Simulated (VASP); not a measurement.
Level of theory: PBEsol GGA, VASP's PBE PAW potentials (set 64) (plane waves; VASP).

A VASP calculation is set up with these files.

POSCAR:
```
CuI(110) slab
1.0
  5.9451306102   0.0000000000   0.0000000000
  0.0000000000   4.2038421438   0.0000000000
  0.0000000000   0.0000000000  27.3515196798
Cu I
6 6
Cart
  5.4787680707   0.0000000000  18.1962483801
  3.1449161242   2.1019210719  16.9282341022
  0.0852859140   0.0000000000  14.7114906696
  3.0578512191   2.1019210719  12.6400290102
  0.1723508191   0.0000000000  10.4232855776
  2.5062027656   2.1019210719   9.1552712997
  1.6069491892   0.0000000000  16.7928561418
  4.4671233096   2.1019210719  19.1031528574
  1.5660665711   0.0000000000  12.6013046165
  4.5386318762   2.1019210719  14.7502150633
  1.4945580045   0.0000000000   8.2483668224
  4.5795144943   2.1019210719  10.5586635380
```

### INCAR
```
# general
SYSTEM  = CuI(110) slab
PREC    = Normal
ENCUT   = 400
LREAL   = .FALSE.
LASPH   = .TRUE.

# electronic loop
EDIFF   = 1E-6
NELM    = 100
NELMIN  = 4
ALGO    = Normal
LMAXMIX = 4

# smearing
ISMEAR  = 0
SIGMA   = 0.05

# functional
GGA     = PS

# output
LWAVE   = .FALSE.
LCHARG  = .FALSE.
LORBIT  = 11
LVHAR   = .TRUE.

# other
LDIPOL  = .TRUE.
IDIPOL  = 3
DIPOL   = 0.5 0.5 0.5
```

**KPOINTS**
```
Regular mesh
0
G
4 5 1
```

POTCAR, in this order: Cu I (PBE.64 set). Program: vasp_std. Read from the step before: WAVECAR.

Output of the run:

### OUTCAR
```
 ion  position               nearest neighbor table
   1  0.922  0.000  0.665-   8 2.50   8 2.50   7 2.50
   2  0.529  0.500  0.619-   8 2.55  10 2.59   7 2.61   7 2.61
   3  0.014  0.000  0.538-  10 2.58  10 2.58   9 2.58   7 2.58
   4  0.514  0.500  0.462-   9 2.58   9 2.58  10 2.58  12 2.58
   5  0.029  0.000  0.381-  11 2.55   9 2.59  12 2.61  12 2.61
   6  0.422  0.500  0.335-  11 2.50  11 2.50  12 2.50
   7  0.270  0.000  0.614-   1 2.50   3 2.58   2 2.61   2 2.61
   8  0.751  0.500  0.698-   1 2.50   1 2.50   2 2.55
   9  0.263  0.000  0.461-   4 2.58   4 2.58   3 2.58   5 2.59
  10  0.763  0.500  0.539-   3 2.58   3 2.58   4 2.58   2 2.59
  11  0.251  0.000  0.302-   6 2.50   6 2.50   5 2.55
  12  0.770  0.500  0.386-   6 2.50   4 2.58   5 2.61   5 2.61
  LATTYP: Found a simple orthorhombic cell.
 ALAT       =     4.2038421438
 B/A-ratio  =     1.4142135710
 C/A-ratio  =     6.5063146389
 Subroutine PRICEL returns:
 Original cell was already a primitive cell.
 Subroutine GETGRP returns: Found  4 space group operations
The static configuration has the point symmetry C_1h.
 The point group associated with its full space group is C_2v.
The dynamic configuration has the point symmetry C_1h.
 Subroutine INISYM returns: Found  4 space group operations
 Subroutine IBZKPT returns following result:
...
```

### OSZICAR
```
       N       E                     dE             d eps       ncg     rms          rms(c)
DAV:   1    -0.374155892502E+02   -0.37416E+02   -0.79340E-04  1864   0.559E-01    0.571E-02
DAV:   2    -0.374155290851E+02    0.60165E-04   -0.89416E-04  1568   0.720E-01    0.294E-02
DAV:   3    -0.374155128215E+02    0.16264E-04   -0.12865E-04  1600   0.319E-01    0.116E-02
DAV:   4    -0.374155111941E+02    0.16274E-05   -0.17646E-05  1632   0.709E-02    0.764E-03
DAV:   5    -0.374155105340E+02    0.66011E-06   -0.32146E-06  1056   0.351E-02
   1 F= -.37415511E+02 E0= -.37415511E+02  d E =-.381523E-11
```

OUTCAR:
```
------------------------ aborting loop because EDIFF is reached ----------------------------------------
  FORCE on cell =-STRESS in cart. coord.  units (eV):
  Direction    XX          YY          ZZ          XY          YZ          ZX
  --------------------------------------------------------------------------------------
  Total       -1.1207006     -0.9501914     -0.6130152      0.0000000      0.0000000      0.0000000
  in kB       -2.6267027     -2.2270625     -1.4367876      0.0000000      0.0000000      0.0000000
  external PRESSURE =      -2.0968509 kB  Pullay stress =       0.0000000 kB
  volume of cell :      683.58
      direct lattice vectors                 reciprocal lattice vectors
     5.945130610  0.000000000  0.000000000     0.168204883  0.000000000  0.000000000
     0.000000000  4.203842144  0.000000000     0.000000000  0.237877629  0.000000000
     0.000000000  0.000000000 27.351519680     0.000000000  0.000000000  0.036561040
 POSITION                                       TOTAL-FORCE (eV/Angst)
 -----------------------------------------------------------------------------------
      5.47877      0.00000     18.19625        -0.020389      0.000000     -0.006059
      3.14492      2.10192     16.92823         0.005137      0.000000     -0.007425
      0.08529      0.00000     14.71149         0.000003      0.000000      0.020124
      3.05785      2.10192     12.64003         0.000003      0.000000     -0.020124
      0.17235      0.00000     10.42329         0.005137      0.000000      0.007425
      2.50620      2.10192      9.15527        -0.020389      0.000000      0.006059
      1.60695      0.00000     16.79286         0.005332      0.000000     -0.002420
      4.46712      2.10192     19.10315         0.014978      0.000000     -0.000490
      1.56607      0.00000     12.60130        -0.005061      0.000000      0.012008
      4.53863      2.10192     14.75022        -0.005061      0.000000     -0.012008
      1.49456      0.00000      8.24837         0.014978      0.000000      0.000490
      4.57951      2.10192     10.55866         0.005332      0.000000      0.002420
 -----------------------------------------------------------------------------------
    total drift:                                0.001471      0.000000     -0.000086
  FREE ENERGIE OF THE ION-ELECTRON SYSTEM (eV)
  ---------------------------------------------------
  free  energy   TOTEN  =       -37.4155105340 eV

  energy  without entropy=      -37.4155105340  energy(sigma->0) =      -37.41551053

 total charge

# of ion       s       p       d       tot
------------------------------------------
    1        0.367   0.275   9.323   9.966
    2        0.345   0.294   9.317   9.957
    3        0.349   0.299   9.318   9.967
    4        0.349   0.299   9.318   9.967
    5        0.345   0.294   9.317   9.957
    6        0.367   0.275   9.323   9.966
    7        1.490   2.759   0.063   4.311
    8        1.494   2.771   0.050   4.315
    9        1.490   2.755   0.062   4.308
   10        1.490   2.755   0.062   4.308
   11        1.494   2.771   0.050   4.315
   12        1.490   2.759   0.063   4.311
--------------------------------------------------
tot         11.073  18.307  56.268  85.649
```
(Selected blocks of OUTCAR.)

The cell is a thin slab with vacuum, built from CuI (zinc blende): (110) face.
